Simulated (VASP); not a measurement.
Computed with PBEsol GGA, VASP's PBE PAW potentials (set 64) (plane waves; VASP).

A VASP calculation is set up with these files.

File POSCAR:
```
C
1.0
  2.4603054312   0.0000000000   0.0000000000
 -1.2301527156   2.1306865110   0.0000000000
  0.0000000000   0.0000000000   7.1592988306
C
4
Cart
  0.0000000000   0.0000000000   5.3694741229
  0.0000000000   0.0000000000   1.7898247077
  1.2301539458   0.7102281268   5.3694741229
 -0.0000012302   1.4204583842   1.7898247077
```

**INCAR**
```
SYSTEM = C
PREC = Normal; ENCUT = 500; LREAL = .FALSE.
LASPH = .TRUE.
EDIFF = 1E-5; NELM = 100; NELMIN = 4
ALGO = Fast
ISMEAR = 1; SIGMA = 0.1
GGA = PS
IBRION = 2; NSW = 20; ISIF = 2
EDIFFG = -0.03
LWAVE = .FALSE.; LCHARG = .FALSE.
```

KPOINTS:
```
Automatic mesh
0
gamma
19 19 6
```

POTCAR, in this order: C (PBE.64 set). Program: vasp_std.

Without a dispersion term in the relaxation, distances and binding between the weakly bound layers, chains or molecules are unreliable, and so is what depends on them.

Predict the energy per atom (σ→0).

| Property | Value |
|---|---|
| energy per atom (σ→0) | -9.646 eV/atom |

### OSZICAR
```
...
RMM:  11    -0.385822849566E+02   -0.38086E-03   -0.57039E-03  3846   0.625E-01    0.164E-01
RMM:  12    -0.385840589425E+02   -0.17740E-02   -0.44557E-03  3840   0.566E-01    0.359E-01
RMM:  13    -0.385884694820E+02   -0.44105E-02   -0.47945E-03  3840   0.564E-01    0.626E-01
RMM:  14    -0.385820871926E+02    0.63823E-02   -0.12336E-02  4115   0.798E-01    0.128E-01
RMM:  15    -0.385825170042E+02   -0.42981E-03   -0.52351E-03  3840   0.606E-01    0.163E-01
RMM:  16    -0.385820531378E+02    0.46387E-03   -0.10160E-03  3840   0.247E-01    0.279E-02
RMM:  17    -0.385820531861E+02   -0.48283E-07   -0.49894E-05  3405   0.652E-02
   1 F= -.38582053E+02 E0= -.38582076E+02  d E =-.385821E+02
```

The compound is C in the graphite structure. It was relaxed first, which changed the volume by +7 %.
